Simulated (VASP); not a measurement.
Input for VASP

File KPOINTS:
```
Automatic mesh
0
Gamma
4 4 4
0 0 0
```

INCAR:
```
ALGO  =  Normal
EDIFF  =  1E-6
ENCUT  =  400
GGA  =  PE
ISIF  =  2
ISMEAR  =  -1
LASPH  =  .TRUE.
LCHARG  =  .FALSE.
LREAL  =  .FALSE.
LWAVE  =  .FALSE.
NELM  =  100
PREC  =  Accurate
SIGMA  =  0.02
SYSTEM  =  LiCl
```

**POSCAR**
```
LiCl
1.0
  0.0000000000   2.4803460000   2.4803460000
  2.4803460000   0.0000000000   2.4803460000
  2.4803460000   2.4803460000   0.0000000000
Li Cl
1 1
Cartesian
  0.0000000000   0.0000000000   0.0000000000
  2.4803460000   2.4803460000   2.4803460000
```

POTCAR, in this order: Li_sv Cl (PBE.64 set). Program: vasp_std.

### Question
Translate this PBE calculation to Quantum ESPRESSO's pw.x.

### Answer
One equivalent input (not run):
```
&CONTROL
  calculation = 'scf'
  pseudo_dir = './pseudo'
  outdir = './out'
  tprnfor = .true.
  tstress = .true.
/
&SYSTEM
  ibrav = 0
  nat = 2
  ntyp = 2
  ecutwfc = 74
  occupations = 'smearing'
  smearing = 'fermi-dirac'
  degauss = 0.00147
  input_dft = 'pbe'
/
&ELECTRONS
  conv_thr = 7.3e-08
  electron_maxstep = 100
/
ATOMIC_SPECIES
  Li 6.940 Li.upf
  Cl 35.450 Cl.upf
CELL_PARAMETERS angstrom
     0.0000000    2.4803460    2.4803460
     2.4803460    0.0000000    2.4803460
     2.4803460    2.4803460    0.0000000
ATOMIC_POSITIONS crystal
  Li   0.0000000  0.0000000  0.0000000
  Cl   0.5000000  0.5000000  0.5000000
K_POINTS automatic
  4 4 4 0 0 0
```
What does not carry over: the potentials are each code's own (VASP's PAW set, PseudoDojo norm-conserving files in pw.x), so ENCUT and ecutwfc are chosen apart and not converted; conv_thr bounds pw.x's estimated SCF error, while EDIFF bounds the energy change between steps.

The structure comes from a computed database's LiCl entry; how it stands against other phases isn't given here. The cell was not relaxed at this level. The k-mesh is coarse (spacing up to 0.55 per Å, 2π included), so the numbers may not be converged in it. The run is one of a series of settings (KPOINTS 4×4×4 Γ-centred mesh against the base run), some of them coarse on purpose.
